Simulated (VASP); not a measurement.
Output of a VASP run:

### OUTCAR
```
 ion  position               nearest neighbor table
   1  0.000  0.000  0.000-   2 2.97   3 2.97   4 2.97   2 2.97   3 2.97   2 2.97   4 2.97   2 2.97
                             3 2.97   4 2.97   3 2.97   4 2.97
   2  0.000  0.500  0.500-   1 2.97   3 2.97   4 2.97   1 2.97   4 2.97   1 2.97   3 2.97   1 2.97
                             3 2.97   4 2.97   4 2.97   3 2.97
   3  0.500  0.000  0.500-   1 2.97   2 2.97   4 2.97   1 2.97   4 2.97   2 2.97   4 2.97   4 2.97
                             1 2.97   2 2.97   1 2.97   2 2.97
   4  0.500  0.500  0.000-   1 2.97   2 2.97   3 2.97   2 2.97   3 2.97   1 2.97   3 2.97   3 2.97
                             1 2.97   2 2.97   2 2.97   1 2.97
  LATTYP: Found a simple cubic cell.
 ALAT       =     4.2071416323
 Subroutine PRICEL returns:
 Original cell was already a primitive cell.
 Subroutine GETGRP returns: Found 48 space group operations
The static configuration has the point symmetry O_h .
The dynamic configuration has the point symmetry O_h .
 Subroutine INISYM returns: Found 48 space group operations
 Subroutine IBZKPT returns following result:
 Found     35 irreducible k-points:

 Following reciprocal coordinates:
            Coordinates               Weight
  0.000000  0.000000  0.000000      1.000000
  0.125000  0.000000  0.000000      6.000000
  0.250000  0.000000  0.000000      6.000000
  0.375000  0.000000  0.000000      6.000000
  0.500000  0.000000  0.000000      3.000000
  0.125000  0.125000  0.000000     12.000000
  0.250000  0.125000  0.000000     24.000000
  0.375000  0.125000  0.000000     24.000000
  0.500000  0.125000  0.000000     12.000000
  0.250000  0.250000  0.000000     12.000000
  0.375000  0.250000  0.000000     24.000000
  0.500000  0.250000  0.000000     12.000000
  0.375000  0.375000  0.000000     12.000000
  0.500000  0.375000  0.000000     12.000000
  0.500000  0.500000  0.000000      3.000000
  0.125000  0.125000  0.125000      8.000000
  0.250000  0.125000  0.125000     24.000000
  0.375000  0.125000  0.125000     24.000000
  0.500000  0.125000  0.125000     12.000000
  0.250000  0.250000  0.125000     24.000000
  0.375000  0.250000  0.125000     48.000000
  0.500000  0.250000  0.125000     24.000000
  0.375000  0.375000  0.125000     24.000000
  0.500000  0.375000  0.125000     24.000000
  0.500000  0.500000  0.125000      6.000000
  0.250000  0.250000  0.250000      8.000000
  0.375000  0.250000  0.250000     24.000000
  0.500000  0.250000  0.250000     12.000000
  0.375000  0.375000  0.250000     24.000000
  0.500000  0.375000  0.250000     24.000000
  0.500000  0.500000  0.250000      6.000000
  0.375000  0.375000  0.375000      8.000000
  0.500000  0.375000  0.375000     12.000000
  0.500000  0.500000  0.375000      6.000000
  0.500000  0.500000  0.500000      1.000000
   k-points           NKPTS =     35   k-points in BZ     NKDIM =     35   number of bands    NBANDS=     14
   number of dos      NEDOS =    301   number of ions     NIONS =      4
   total plane-waves  NPLWV =  27000
   dimension x,y,z NGX =    30 NGY =   30 NGZ =   30
   dimension x,y,z NGXF=    60 NGYF=   60 NGZF=   60
   ions per type =               1   3
   PREC   = accura    normal or accurate (medium, high low for compatibility)
   ISTART =      0    job   : 0-new  1-cont  2-samecut
   ICHARG =      2    charge: 1-file 2-atom 10-const
   ISPIN  =      1    spin polarized calculation?
   LNONCOLLINEAR =      F non collinear calculations
   LSORBIT =      F    spin-orbit coupling
   INIWAV =      1    electr: 0-lowe 1-rand  2-diag
   ENCUT  =  480.0 eV  35.28 Ry    5.94 a.u.   7.52  7.52  7.52*2*pi/ulx,y,z
   NELM   =    100;   NELMIN=  2; NELMDL= -5     # of ELM steps
   EDIFF  = 0.1E-06   stopping-criterion for ELM
   LREAL  =      F    real-space projection
   NLSPLINE    = F    spline interpolate recip. space projectors
   LMAXMIX     =    4 max onsite mixed and CHGCAR
   VOSKOWN=      0    Vosko Wilk Nusair interpolation
   EDIFFG = 0.1E-05   stopping-criterion for IOM
   NSW    =      0    number of steps for IOM
   NBLOCK =      1;   KBLOCK =      1    inner block; outer block
...
```

### OSZICAR
```
       N       E                     dE             d eps       ncg     rms          rms(c)
DAV:   1     0.934309078019E+02    0.93431E+02   -0.82601E+03   988   0.124E+03
DAV:   2    -0.291046756985E+02   -0.12254E+03   -0.12087E+03   980   0.367E+02
DAV:   3    -0.370313629225E+02   -0.79267E+01   -0.77626E+01  1540   0.737E+01
DAV:   4    -0.372037536036E+02   -0.17239E+00   -0.17186E+00  1366   0.104E+01
DAV:   5    -0.372099250092E+02   -0.61714E-02   -0.61658E-02  1412   0.196E+00    0.106E+01
DAV:   6    -0.335128091146E+02    0.36971E+01   -0.61782E+00  1404   0.381E+01    0.396E+00
DAV:   7    -0.330835590668E+02    0.42925E+00   -0.60691E-01  1138   0.764E+00    0.193E+00
DAV:   8    -0.332984227690E+02   -0.21486E+00   -0.66276E-01  1322   0.707E+00    0.823E-01
DAV:   9    -0.333018870901E+02   -0.34643E-02   -0.15375E-01  1286   0.498E+00    0.322E-01
DAV:  10    -0.333638034617E+02   -0.61916E-01   -0.11289E-01  1310   0.399E+00    0.225E-01
DAV:  11    -0.333659298283E+02   -0.21264E-02   -0.14271E-02  1610   0.175E+00    0.185E-01
DAV:  12    -0.333644692306E+02    0.14606E-02   -0.50181E-03  1564   0.948E-01    0.216E-02
DAV:  13    -0.333649735791E+02   -0.50435E-03   -0.60960E-04  1324   0.314E-01    0.237E-02
DAV:  14    -0.333648863308E+02    0.87248E-04   -0.20402E-04  1264   0.186E-01    0.133E-02
DAV:  15    -0.333649557238E+02   -0.69393E-04   -0.79549E-05  1266   0.968E-02    0.489E-03
DAV:  16    -0.333649359333E+02    0.19790E-04   -0.15001E-05  1104   0.446E-02    0.639E-03
DAV:  17    -0.333649587780E+02   -0.22845E-04   -0.16883E-05  1178   0.490E-02    0.139E-03
DAV:  18    -0.333649597393E+02   -0.96135E-06   -0.20314E-06  1230   0.167E-02    0.912E-04
DAV:  19    -0.333649600568E+02   -0.31752E-06   -0.26613E-07  1178   0.462E-03    0.132E-03
DAV:  20    -0.333649599631E+02    0.93722E-07   -0.48765E-08   684   0.197E-03
   1 F= -.33364960E+02 E0= -.33364108E+02  d E =-.255664E-02
```

OUTCAR:
```
------------------------ aborting loop because EDIFF is reached ----------------------------------------
  FORCE on cell =-STRESS in cart. coord.  units (eV):
  Direction    XX          YY          ZZ          XY          YZ          ZX
  --------------------------------------------------------------------------------------
  Total       -3.1900883     -3.1900883     -3.1900883      0.0000000     -0.0000000      0.0000000
  in kB      -68.6359877    -68.6359877    -68.6359877      0.0000000     -0.0000000      0.0000000
  external PRESSURE =     -68.6359877 kB  Pullay stress =       0.0000000 kB
  volume of cell :       74.47
      direct lattice vectors                 reciprocal lattice vectors
     4.207141632  0.000000000  0.000000000     0.237691071  0.000000000  0.000000000
     0.000000000  4.207141632  0.000000000     0.000000000  0.237691071  0.000000000
     0.000000000  0.000000000  4.207141632     0.000000000  0.000000000  0.237691071
 POSITION                                       TOTAL-FORCE (eV/Angst)
 -----------------------------------------------------------------------------------
      0.00000      0.00000      0.00000         0.000000      0.000000      0.000000
      0.00000      2.10357      2.10357         0.000000      0.000000      0.000000
      2.10357      0.00000      2.10357         0.000000      0.000000      0.000000
      2.10357      2.10357      0.00000         0.000000      0.000000      0.000000
 -----------------------------------------------------------------------------------
    total drift:                               -0.000000     -0.000000     -0.000000
  FREE ENERGIE OF THE ION-ELECTRON SYSTEM (eV)
  ---------------------------------------------------
  free  energy   TOTEN  =       -33.3649599631 eV

  energy  without entropy=      -33.3624033239  energy(sigma->0) =      -33.36410775
```
(Selected blocks of OUTCAR.)

File POSCAR:
```
Al3Sc
1
    4.2071416323     0.0000000000     0.0000000000
    0.0000000000     4.2071416323     0.0000000000
    0.0000000000     0.0000000000     4.2071416323
Sc Al
1 3
Direct
  0.0000000000   0.0000000000   0.0000000000
  0.0000000000   0.5000000000   0.5000000000
  0.5000000000   0.0000000000   0.5000000000
  0.5000000000   0.5000000000   0.0000000000
```

Write an INCAR and KPOINTS that could have produced this output.

One answer among several that fit: the input of the run itself, r2SCAN meta-GGA, plane waves, VASP's PBE PAW potentials (set 64).

INCAR:
```
! general
SYSTEM  = Al3Sc
PREC    = Accurate
ENCUT   = 480   ! plane-wave cut-off (eV)
LREAL   = F
LASPH   = T

! electronic loop
EDIFF   = 1E-7   ! SCF stop (eV)
NELM    = 100
ALGO    = Normal
LMAXMIX = 4   ! l cut-off of mixed one-centre charges
LMIXTAU = T

! smearing
ISMEAR  = 1   ! Methfessel-Paxton
SIGMA   = 0.1   ! width (eV)

! functional
METAGGA = R2SCAN

! ions
ISIF    = 2   ! forces and stress, cell fixed

! output
LWAVE   = F
LCHARG  = F
```

**KPOINTS**
```
Automatic mesh
0
Gamma
 8 8 8
```

POTCAR, in this order: Sc_sv Al (PBE.64 set). Program: vasp_std.

The compound is Al3Sc in the L1_2 structure. This cell was strained or had an atom moved on purpose.
